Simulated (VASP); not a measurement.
Wanted: the native input for a VASP 6.6.1 run.

| Quantity | Value |
| --- | --- |
| Task | band structure |
| Functional | TB-mBJ |
| Potentials or basis | VASP PAW PBE potentials, release 64 (Sn_d, Se) |
| Cutoff | 520 eV |
| k mesh | 9 × 9 × 5 |
| Occupations | gaussian, width 0.03 eV |
| Spin | no spin polarisation |
| Further INCAR settings | ALGO = Normal; EDIFF = 1e-06; NBANDS = 20 |

Crystal: SnSe2.

```
CELL_PARAMETERS angstrom
3.84061 0.00000 0.00000
-1.92031 3.32607 0.00000
0.00000 0.00000 6.00884
ATOMIC_POSITIONS crystal
Sn 0.00000 0.00000 0.00000
Se 0.33333 0.66667 0.26544
Se 0.66667 0.33333 0.73456
```

The cell was built by a generator and needn't be a form met in nature.

One way to write it, as run:

POSCAR

```
SnSe2                                   
1.0
    3.8406113576      0.0000000000     -0.0000000000
   -1.9203056787      3.3260670059     -0.0000000000
    0.0000000000      0.0000000000      6.0088390555
  Sn              Se            
     1     2
Direct
     0.0000000000000000    0.0000000000000000    0.0000000000000000
     0.3333333300000021    0.6666666699999979    0.2654415965869306
     0.6666666699999979    0.3333333300000021    0.7345584034130694
```

INCAR.step1

```
SYSTEM = SnSe2
PREC = Accurate
ENCUT = 520
EDIFF = 1E-5
ISMEAR = 0
SIGMA = 0.03
LREAL = .False.
LASPH = .True.
NELM = 80
ALGO = Normal
ISIF = 2
LWAVE = .True.
LCHARG = .False.
NBANDS = 20
GGA = PE
```

INCAR.step2

```
SYSTEM = SnSe2
PREC = Accurate
ENCUT = 520
EDIFF = 1E-6
ISMEAR = 0
SIGMA = 0.03
LREAL = .False.
LASPH = .True.
NELM = 80
ALGO = Normal
ISIF = 2
LWAVE = .False.
LCHARG = .False.
METAGGA = MBJ
NBANDS = 20
ISTART = 1
```

KPOINTS

```
Automatic mesh
0
Gamma
  9 9 5
  0 0 0
```

KPOINTS_OPT

```
explicit points
186
Reciprocal
 0.0000000000  0.0000000000  0.0000000000 1
 0.0263157895  0.0000000000  0.0000000000 1
 0.0526315789  0.0000000000  0.0000000000 1
 0.0789473684  0.0000000000  0.0000000000 1
 0.1052631579  0.0000000000  0.0000000000 1
 0.1315789474  0.0000000000  0.0000000000 1
[... 178 lines left out ...]
 0.5000000000  0.0000000000  0.5000000000 1
 0.5000000000  0.0000000000  0.0000000000 1
```

Potentials or basis: VASP PAW PBE potentials, release 64 (Sn_d, Se).

Launch:

```bash
$ cat potpaw_PBE.64/Sn_d/POTCAR potpaw_PBE.64/Se/POTCAR > POTCAR
$ cp INCAR.step1 INCAR
$ mpirun -np 1 vasp_std > vasp.out
$ cp INCAR.step2 INCAR
$ mpirun -np 1 vasp_std > vasp.out
```

Results of the run:

```json
{
 "Band gap on the k mesh": "0.98 eV, indirect (least direct gap 1.47 eV)",
 "Band gap along the path": "0.99 eV, indirect (least direct gap 1.47 eV)"
}
```

Caveat: spin-orbit coupling is left out, which moves the levels of the heavy elements.

Run time: 4.3 min on 1 thread of Intel(R) Xeon(R) Platinum 8488C (Sapphire Rapids), with other jobs on the host, peak memory 0.28 GiB.
